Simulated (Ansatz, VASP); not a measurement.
## Cross-check of Nb3Sn between VASP and Ansatz

One calculation is typed for both programs; each brings its own data sets and cutoff. How far apart do they land?

Main program and level: Ansatz 0.2.0; plane waves, with VASP 6.6.1 beside it; relaxation of cell and atoms at PBE.

### Step 1. The starting structure

Symmetry: Pm-3n, No. 223, cubic system. Conventional cell: a = 5.282 Å, b = 5.282 Å, c = 5.282 Å, α = 90.00°, β = 90.00°, γ = 90.00°. Nb has 2 Nb at 2.64 Å and 4 Sn at 2.95 Å nearest. Nearest to Sn lie 12 Nb at 2.95 Å. Farther neighbours are not listed.

### Step 2. Ansatz: relaxation of cell and atoms, PBE

Ansatz runs on its default PAW (the set named soft_2) files.

The relaxed volume is the usual yardstick between codes: its relative difference is about their pressure difference at one cell divided by the bulk modulus.

input.yaml reads:

```yaml
crystal:
  lattice:
    - [5.2821, 0.0, 0.0]
    - [0.0, 5.2821, 0.0]
    - [0.0, 0.0, 5.2821]
  atoms:
    - { symbol: Nb, position: [0.25, 0.0, 0.5] }
    - { symbol: Nb, position: [0.5, 0.75, 0.0] }
    - { symbol: Nb, position: [0.75, 0.0, 0.5] }
    - { symbol: Nb, position: [0.5, 0.25, 0.0] }
    - { symbol: Nb, position: [0.0, 0.5, 0.75] }
    - { symbol: Nb, position: [0.0, 0.5, 0.25] }
    - { symbol: Sn, position: [0.0, 0.0, 0.0] }
    - { symbol: Sn, position: [0.5, 0.5, 0.5] }
hamiltonian:
  xc: pbe
  pseudopotentials: { kind: paw }
kpoints:
  mp_grid: { grid: [4, 4, 4] }
scf:
  occupations: { method: fermi_dirac, width: 0.05 }
relax:
  f_tol: 0.01
  max_steps: 60
  cell: { stress_tol: 0.05 }
output:
  forces: true
  stress: true
```

Started as:

```sh
ansatz run input.yaml --threads 4 --pin off --max-ram 9216MiB --backend cpu --events-out ev --progress --plain --runs-dir out
```

Numbers of over 12 decimals in the logs are rounded to 6 here.

The program printed:

```text
Engine: ansatz 0.2.0, aarch64-unknown-linux-gnu
Pseudopotentials: kind: paw
Pseudopotential: Nb, paw, valence charge 13, recommended cutoff 420 eV (normal), Nb.paw.azcp
Pseudopotential: Sn, paw, valence charge 14, recommended cutoff 420 eV (normal), Sn.paw.azcp
Functional definition: PBE
  parameter kappa = 0.804
  parameter beta = 0.066725
  exchange = pbe_x(kappa = kappa, mu = beta*pi^2/3)
  correlation = pbe_c(beta = beta)
Crystal: 8 atoms, lattice volume = 147.374 Å³
Basis set: ecut = 420 eV, 2897 PW (Γ), exchange–correlation on 72×72×72 points (8 copies of the dense FFT grid, shifted against one another)
Bands: 64, of which v1, the nominal top of the filled ones, is band 53 counted from 1 (52 counted from 0)
Symmetry: 48 space group operations
Space group: Pm-3n (ITA 223), of the structure as read, at distance tolerance 5.3e-5 Å
k-points: 10 of 64
Non-local potential: Nb, projectors of the file, l = 0: 3, l = 1: 2, l = 2: 2, l = 3: 1
Non-local potential: Sn, projectors of the file, l = 0: 2, l = 1: 2, l = 2: 2, l = 3: 2
PAW form: soft (Blöchl's): semilocal exchange-correlation on the pseudo side does not see the compensation charge
PAW one-centre angular grid: Nb, 590 points (default); XC on 64 Gauss nodes
PAW one-centre angular grid: Sn, 590 points (default); XC on 64 Gauss nodes
Initial density: superposition of atomic densities (neutral atoms: chi_scale 0, normalization atom), corrected by the library's trained network
Initial wavefunctions: pseudopotential atomic-orbital guess
Functional: x = pbe(κ = 0.804, μ = 0.219515), c = pbe(β = 0.066725)
SCF iter   1: F=—  HF=-39363.578011 eV  |F-HF|=—  |Δ(HF+E_count)|=         —  Δρ=7.37e-3  dr2=7.41e-2  ethr=1.77e-3  ⟨swp⟩=5.9  Hψ=2247  notcnv=0  defer=4
preconditioner: auto → Kerker (q_TF=auto, 2.582 Å⁻¹)  [metal: Δε(μ)=0.030 eV  Ē_g=10.901 eV  σ=0.050 eV  W_gap=0.15  n_scr=32 (ndim 8)  ℏωp=23.3 eV  f_vac=0.000  D(μ)=12.21/eV (n_scr^D=146)]
SCF iter   2: F=—  HF=-39363.561386 eV  |F-HF|=—  |Δ(HF+E_count)|=   1.66e-2  Δρ=4.12e-3  dr2=2.47e-2  ethr=6.99e-5  ⟨swp⟩=1.0  Hψ=740  notcnv=0  defer=18
SCF iter   3: F=—  HF=-39363.553606 eV  |F-HF|=—  |Δ(HF+E_count)|=   7.78e-3  Δρ=5.37e-4  dr2=2.06e-4  ethr=2.33e-5  ⟨swp⟩=2.1  Hψ=1099  notcnv=0  defer=18
SCF iter   4: F=—  HF=-39363.553583 eV  |F-HF|=—  |Δ(HF+E_count)|=   2.33e-5  Δρ=1.08e-4  dr2=1.73e-5  ethr=1.94e-7  ⟨swp⟩=2.1  Hψ=1051  notcnv=0  defer=18
SCF iter   5: F=—  HF=-39363.553773 eV  |F-HF|=—  |Δ(HF+E_count)|=   1.90e-4  Δρ=3.09e-5  dr2=1.26e-6  ethr=1.63e-8  ⟨swp⟩=2.0  Hψ=838  notcnv=0  defer=18
SCF iter   6: F=-39363.553773 eV  HF=-39363.553773 eV  |F-HF|=4.63e-8  |Δ(HF+E_count)|=   5.97e-8  Δρ=7.28e-6  dr2=8.68e-8  ethr=9.43e-11  ⟨swp⟩=5.0  Hψ=2114  notcnv=0
SCF 1 converged in 6 iterations: F = -39363.553773 eV  dr2 = 8.68e-8
  greatest PAW one-centre occupation: 0.998 electrons in one spin orbital (limit 2), on the Nb atom at site 5 (counted from 0), in its partial waves of l = 0
relax step   1: F+E_penalty+E_count = -39363.55377270 eV  Δ(F+E_penalty+E_count) = +0.000e0 eV  max|allowed force component| = 1.105e-17 eV/Å  Δτ_max = 0.0000 Å  P = +3.221 GPa  Ω = 147.374 Å³  (6 SCF iters, dr2 threshold 1.00e-7 eV, accepted)
[...]
relax step   2: F+E_penalty+E_count = -39363.36068515 eV  Δ(F+E_penalty+E_count) = +1.931e-1 eV  max|allowed force component| = 1.521e-17 eV/Å  Δτ_max = 0.0000 Å  P = -7.862 GPa  Ω = 158.711 Å³  energy of the carried Pulay correction = -3.287e-3 eV  (6 SCF iters, dr2 threshold 8.00e-7 eV, rejected (line search))
[...]
relax step   3: F+E_penalty+E_count = -39363.58090689 eV  Δ(F+E_penalty+E_count) = -2.713e-2 eV  max|allowed force component| = 3.910e-17 eV/Å  Δτ_max = 0.0000 Å  P = -0.279 GPa  Ω = 150.498 Å³  energy of the carried Pulay correction = -9.308e-4 eV  (8 SCF iters, accepted)
[...]
relax step   4: F+E_penalty+E_count = -39363.58121048 eV  Δ(F+E_penalty+E_count) = -3.036e-4 eV  max|allowed force component| = 3.469e-17 eV/Å  Δτ_max = 0.0000 Å  P = -0.009 GPa  Ω = 150.244 Å³  energy of the carried Pulay correction = -8.558e-4 eV  (6 SCF iters, dr2 threshold 1.95e-7 eV, accepted)
[...]
relax step   5: F+E_penalty+E_count = -39363.58210282 eV  Δ(F+E_penalty+E_count) = -8.923e-4 eV  max|allowed force component| = 3.618e-17 eV/Å  Δτ_max = 0.0000 Å  P = -0.009 GPa  Ω = 150.244 Å³  stress off target by 9.19e-3 GPa  SCF on the basis re-selected at this cell (its energy is not comparable with the rows above)  (9 SCF iters)
basis re-selected at this cell: Δ(F+E_penalty+E_count) = -8.923e-4 eV, ΔP = -0.001 GPa vs the last step (what re-selecting the basis moved, of the pressure what is left beyond the Pulay correction that the steps carried, after the strain that the cell walked since its last selection, with what the two solves' SCF thresholds leave and, on support functions, any second-order correction that the steps lacked; it is no m [...]
SCF converged after 9 iterations
Free energy (F): -39363.582103 eV
Harris-Foulkes:  -39363.582103 eV  (|F-HF|=0.00e0)
Internal energy: -39363.479989 eV  (E = F + TS)
E sigma→0 (E₀):  -39363.531046 eV
Entropy (-TS):   -0.102114 eV (-12.764 meV/atom)
Fermi energy:    16.936037 eV
--- Per-component energies (eV) ---
  E_band       = -474.446299
  E_kinetic    = 2744.542042
  E_local      = -5476.936348  (includes V_loc(G=0)·N_el)
  E_nonlocal   = 657.295535
  E_hartree    = 2220.022757
  E_xc         = -1817.963992
  E_vxc        = -1470.472424  (∫ρ·V_xc dr)
  E_paw        = -26721.595368  (= ΣΔE_a)
  E_vpaw       = -1368.920669  (= ΣTr[D̂ρ^β])
  E_aug_tail   = 0.000051  (compensation charges beyond the density's cutoff)
  E_ewald      = -10968.844666
  E_smearing   = -0.102114  (= −TS)
  E_closure    = 0.000000  (closes the sum)
  Σ components = -39363.582103   (vs F -39363.582103, Δ=0.00e0)
--- Forces (eV/Å), atoms counted from 1 ---
  atom   1  Nb     0.00000000    -0.00000000    -0.00000000
  atom   2  Nb     0.00000000    -0.00000000    -0.00000000
  atom   3  Nb    -0.00000000     0.00000000     0.00000000
  atom   4  Nb    -0.00000000     0.00000000     0.00000000
  atom   5  Nb     0.00000000     0.00000000     0.00000000
  atom   6  Nb    -0.00000000    -0.00000000    -0.00000000
  atom   7  Sn    -0.00000000     0.00000000    -0.00000000
  atom   8  Sn     0.00000000    -0.00000000     0.00000000
  max |Σ_I F_I| component: 6.94e-18 eV/Å
--- Stress (GPa, compression-positive) ---
       -0.009192       0.000000       0.000000
        0.000000      -0.009192       0.000000
        0.000000      -0.000000      -0.009192
  P = ⅓ Tr σ = -0.0092 GPa (-0.092 kbar)
--- Relaxed structure (4 steps of the walk, 3 accepted, 1 SCFs on fresh bases) ---
  F+E_penalty+E_count = -39363.58210282 eV   max|allowed force component| = 3.618e-17 eV/Å   (the final SCF, on the basis selected at the relaxed cell)
  cell:  # Å, volume = 150.2439 Å³
    - [5.316171, 0, 0.0]
    - [0, 5.316171, 0.0]
    - [0, 0.0, 5.316171]
  atoms:
    - { symbol: Nb, position: [0.25, 0, 0.5] }
    - { symbol: Nb, position: [0.5, 0.75, 0] }
    - { symbol: Nb, position: [0.75, 0, 0.5] }
    - { symbol: Nb, position: [0.5, 0.25, 0] }
    - { symbol: Nb, position: [0, 0.5, 0.75] }
    - { symbol: Nb, position: [0, 0.5, 0.25] }
    - { symbol: Sn, position: [0, 0, 0] }
    - { symbol: Sn, position: [0.5, 0.5, 0.5] }
```

Run time: 8.2 s. Hardware: 4 threads of Arm Neoverse V1, shared host; peak memory 0.58 GiB; 31 s of CPU time.

(Continued in part 2 of 2.)

[Lines on the potential files, build, host, timing and source positions are cut from VASP's logs without a mark.]

[Logs are printed without paths, hosts, clocks, repeated set-up lines and the standing remarks that a program may print on its own settings, such as how far it seeks lower states.]

[Hosts, paths, dates, database ids (printed as entryN), source tags and the programs' standing remarks are cut or masked in the printed files.]
